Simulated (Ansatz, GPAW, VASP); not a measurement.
One calculation of TaV, 3 ways

```
Ta V
1.0
     1.60670   -2.30777    0.00000
     1.60670    2.30777    0.00000
     0.00000    0.00000    4.34136
Ta V
1 1
Direct
  0.00647 0.00891 0.00114
  0.50337 0.49691 0.49594
```

The cell comes from a database or a generator and needn't be the stable form of this composition.

Atoms were shifted at random by some hundredths of an Å from the given cell, which wasn't relaxed again for these runs.

Alike in all runs: task single point; functional PBE; k mesh 10 × 10 × 6; occupations fermi-dirac, width 0.05 eV; collinear spin, ferromagnetic start; no spin-orbit coupling. Pressure is positive in compression and, in plane waves, holds the error of the finite cutoff, which Ansatz's Pulay term estimates and takes out.

| program and potentials | plane-wave cutoff (eV) | notes | band gap (eV) | pressure (GPa) | net moment per atom (μB) | largest force (eV/Å) |
| --- | --- | --- | --- | --- | --- | --- |
| Ansatz, Ansatz PAW | 420 | 13 valence electrons an atom on average; Pulay term of +0.07 GPa included | no gap | 0.03 | 0.00 | 0.200 |
| VASP, PBE PAW files Ta_pv, V_sv, 520 eV | 520 | 12 valence electrons an atom on average | no gap | 0.20 | 0.00 | 0.200 |
| GPAW, GPAW PAW data sets (gpaw-data 1.2.1) | 600 | 13 valence electrons an atom on average | no gap | 0.64 | 0.00 | 0.204 |

Force on atom 2 (V), eV/Å:

```
                    program and potentials      x      y      z
                        Ansatz, Ansatz PAW  0.173  0.046  0.089
   VASP, PBE PAW files Ta_pv, V_sv, 520 eV  0.173  0.046  0.090
GPAW, GPAW PAW data sets (gpaw-data 1.2.1)  0.174  0.045  0.097
```

None finds a gap. The pressure spans 0.03 (Ansatz, Ansatz PAW) to 0.64 GPa (GPAW, GPAW PAW data sets (gpaw-data 1.2.1)). All agree on the net moment per atom. The state is the one that the start led to, which needn't be the lowest.

Differences between rows come from potentials, basis sets and numerical settings, since the functional is the same but for its coding. Runs on potential files found faulty are left out.
